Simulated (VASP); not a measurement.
A run of VASP 6.6.1:

POSCAR

```
RbW
1.0
    2.0170941200      3.4937040500      0.0000000000
   -2.0170941200      3.4937040500      0.0000000000
    0.0000000000      0.0000000000      3.9379337000
W Rb
1 1
Direct
    0.0000000000      0.0000000000      0.0000000000
    0.6666700000      0.6666600000      0.5000000000
```

Contents of INCAR.step1:

```
SYSTEM = RbW
ALGO = Normal
EDIFF = 1E-5
ENCUT = 520
GGA = PE
ISIF = 2
ISMEAR = -1
ISPIN = 2
LASPH = .TRUE.
LCHARG = .FALSE.
LMAXMIX = 4
LORBIT = 11
LREAL = .FALSE.
LWAVE = .TRUE.
MAGMOM = 3.5 0.24
NBANDS = 22
NELM = 150
PREC = Accurate
SIGMA = 0.1
```

INCAR.step2

```
SYSTEM = RbW
ALGO = Normal
EDIFF = 1E-6
ENCUT = 520
GGA = PE
HFSCREEN = 0.2079
ISIF = 2
ISMEAR = -1
ISPIN = 2
ISTART = 1
LASPH = .TRUE.
LCHARG = .FALSE.
LHFCALC = .TRUE.
LMAXMIX = 4
LORBIT = 11
LREAL = .FALSE.
LWAVE = .FALSE.
MAGMOM = 3.5 0.24
NBANDS = 22
NELM = 150
PREC = Accurate
PRECFOCK = Normal
SIGMA = 0.1
```

Contents of KPOINTS:

```
k-points
0
G
  3 3 3
  0 0 0
```

Potentials or basis: VASP PAW PBE potentials, release 64 (W_sv, Rb_sv).

Launch:

```bash
$ cat potpaw_PBE.64/W_sv/POTCAR potpaw_PBE.64/Rb_sv/POTCAR > POTCAR
$ cp INCAR.step1 INCAR
$ mpirun -np 1 vasp_std > vasp.out
$ cp INCAR.step2 INCAR
$ mpirun -np 1 vasp_std > vasp.out
```

Hardware: 1 thread of Intel(R) Xeon(R) Platinum 8375C CPU @ 2.90GHz (Ice Lake) (shared host).

Q: How long does it take, and how much memory?

A: Run time: 12 min on 1 thread of Intel(R) Xeon(R) Platinum 8375C CPU @ 2.90GHz (Ice Lake), with other jobs on the host, peak memory 0.31 GiB. Counts: scf iterations 10, k points 8.
